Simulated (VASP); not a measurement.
```yaml
crystal:
  lattice:
    - [0.00000, 2.97460, 2.97460]
    - [2.97460, 0.00000, 2.97460]
    - [11.90004, 11.90004, -0.00164]
  atoms:
    - { symbol: Ga, position: [0.02119, 0.02119, 0.98411] }
    - { symbol: Ga, position: [0.00741, 0.00741, 0.24445] }
    - { symbol: Ga, position: [0.99385, 0.99385, 0.50461] }
    - { symbol: Ga, position: [0.97923, 0.97923, 0.76558] }
    - { symbol: Sb, position: [0.26275, 0.26275, 0.05293] }
    - { symbol: Sb, position: [0.24957, 0.24957, 0.31282] }
    - { symbol: Sb, position: [0.23638, 0.23638, 0.57272] }
    - { symbol: P, position: [0.24963, 0.24963, 0.81278] }
```

These are PBEsol GGA, VASP's PBE PAW potentials (set 64) (plane waves; VASP 6.6.1) values and carry that method's errors. Run with 400 eV cut-off, 10×10×3 Γ-centred mesh, tetrahedra with Blöchl corrections, potentials Ga_d Sb P.

The cores are frozen, which limits the accuracy of field gradients.

Question: Give the principal components of the electric field gradient (V/Å²) and the asymmetry η at each nucleus.

Answer: 
| atom | Vxx | Vyy | Vzz | η |
|---|---|---|---|---|
| Ga1 | 7.4 | 7.4 | -14.9 | 0.00 |
| Ga2 | -3.7 | -3.6 | 7.3 | 0.00 |
| Ga3 | -5.2 | -5.2 | 10.4 | 0.00 |
| Ga4 | 6.2 | 6.1 | -12.3 | 0.00 |
| Sb5 | -21.9 | -21.9 | 43.7 | 0.00 |
| Sb6 | -20.3 | -20.3 | 40.6 | 0.00 |
| Sb7 | -11.8 | -11.8 | 23.7 | 0.00 |
| P8 | 15.8 | 15.8 | -31.5 | 0.00 |

The structure was generated: Ga4PSb3 was put into an ordered model structure (R3m), which need not be its known phase. It was relaxed first.
